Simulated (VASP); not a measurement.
**InSb: relaxation of cell and atoms with LDA**

InSb:

```xyz
2
Lattice="0.0000 3.2275 3.2275 3.2275 0.0000 3.2275 3.2275 3.2275 0.0000" Properties=species:S:1:pos:R:3 pbc="T T T"
In    0.0000    0.0000    0.0000
Sb    1.6137    1.6137    1.6137
```

- Program: VASP 6.6.1
- Task: relaxation of cell and atoms
- Functional: LDA
- Potentials or basis: VASP PAW LDA potentials, release 64 (In_d, Sb)
- Cutoff: 600 eV
- k mesh: 10 × 10 × 10
- Occupations: gaussian, width 0.03 eV
- Spin: no spin polarisation
- Further INCAR settings: ALGO = Normal; EDIFF = 1e-07; IBRION = 2; EDIFFG = -0.005; NSW = 90; ISIF = 3

```json
{"Pressure after relaxing": "0.0 GPa", "Band gap on the k mesh": "none (metal or under the smearing width)"}
```

Final structure:
```yaml
crystal:
  lattice:
    - [0.00000, 3.22748, 3.22748]
    - [3.22748, 0.00000, 3.22748]
    - [3.22748, 3.22748, 0.00000]
  atoms:
    - { symbol: In, position: [0.00000, 0.00000, 0.00000] }
    - { symbol: Sb, position: [0.25000, 0.25000, 0.25000] }
```

Levels at points of the mesh, in eV from the Fermi level:
| k point | band 5 | band 6 | band 7 | band 8 | band 9 | band 10 | band 11 | band 12 | band 13 |
| --- | --- | --- | --- | --- | --- | --- | --- | --- | --- |
| (0.00, 0.00, 0.00) | -14.50 | -10.85 | -0.31 | -0.01 | -0.01 | -0.01 | 2.90 | 2.90 | 2.90 |
| (0.50, 0.00, 0.00) | -14.50 | -9.46 | -5.74 | -1.04 | -1.04 | 0.43 | 3.76 | 3.76 | 5.93 |
| (0.50, 0.50, 0.00) | -14.49 | -8.83 | -6.03 | -2.32 | -2.32 | 1.22 | 1.24 | 8.10 | 8.10 |

Wall time 26 s on 1 thread of Intel(R) Xeon(R) Platinum 8488C (Sapphire Rapids), on a shared host, peak memory 0.2 GiB.

Caveat: the relaxation stopped at its first step, so nothing moved; this crystal is a semiconductor, whose small gap the functional closes, so the metal is an error of the method. Spin-orbit coupling is left out, which matters for the levels of Sb.
